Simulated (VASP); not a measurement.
Consider the following.

```yaml
crystal:
  lattice:
    - [0.00000, 3.33797, 3.33797]
    - [3.33797, 0.00000, 3.33797]
    - [3.33797, 3.33797, 0.00000]
  atoms:
    - { symbol: Rb, position: [0.00000, 0.00000, 0.00000] }
    - { symbol: Br, position: [0.50000, 0.50000, 0.50000] }
```

Calculation: LDA (Ceperley-Alder, Perdew-Zunger), VASP's LDA PAW potentials (set 64) (plane waves; VASP 6.6.1). Numerical set-up: 400 eV cut-off, 7×7×7 Γ-centred mesh, Gaussian smearing of 0.010 eV, potentials Rb_sv Br.

Q: Give the electronic dielectric tensor ε∞ (DFPT, local fields included).

A: 
```
2.73  0.00  0.00
0.00  2.73  0.00
0.00  0.00  2.73
```

Q: Give the Born effective charges.

A: 
| atom | Z*xx | Z*yy | Z*zz | mean |
|---|---|---|---|---|
| Rb1 | 1.14 | 1.14 | 1.14 | 1.14 |
| Br2 | -1.14 | -1.14 | -1.14 | -1.14 |

The compound is RbBr in the rock salt structure. It was relaxed first, which changed the volume by -9 %.
